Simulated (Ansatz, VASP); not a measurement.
**SrAlPtC6N6 in VASP and in Ansatz**

```
Sr Al Pt C N
1.0
     0.00000    5.04950    5.04950
     5.04950    0.00000    5.04950
     5.04950    5.04950    0.00000
Sr Al Pt C N
1 1 1 6 6
Direct
  0.75000 0.75000 0.75000
  0.50000 0.50000 0.50000
  0.00000 0.00000 0.00000
  0.81018 0.18982 0.18982
  0.18982 0.18982 0.81018
  0.81018 0.18982 0.81018
  0.18982 0.81018 0.81018
  0.81018 0.81018 0.18982
  0.18982 0.81018 0.18982
  0.69433 0.30567 0.30567
  0.30567 0.30567 0.69433
  0.69433 0.30567 0.69433
  0.30567 0.69433 0.69433
  0.69433 0.69433 0.30567
  0.30567 0.69433 0.30567
```

Alike in both runs: task single point; functional PBE; k mesh 4 × 4 × 4; occupations gaussian, width 0.1 eV; no spin polarisation.

```csv
,VASP,Ansatz
version,VASP 6.6.1,Ansatz 0.2.0
potentials or method,"VASP PAW PBE potentials, release 64 (Sr_sv, Al, Pt, C, N)","scalar-relativistic, plane waves, PAW"
plane-wave cutoff (eV),520,420
valence electrons in the cell,77,85
```

```tsv
	VASP	Ansatz	Ansatz less VASP
gap on the k mesh at the Fermi level (eV)	none	none	-
pressure (GPa)	8.8	8.5	-0.29
rms of the force components (eV/Å)	0.881	0.811	-0.0705
```

Atom by atom the forces differ by 0.199 eV/Å (rms over components). A gap of «none» marks a metal or a gap that the smearing closes. The two sets of potentials don't hold the same shells in valence.

Caveats: the standard files for N, O and F lose accuracy on very short bonds; forces of over 1 eV/Å show positions far from the minimum, so gaps and moduli don't describe the material at rest. The runs have no spin-orbit coupling, so splittings on Pt are missing.
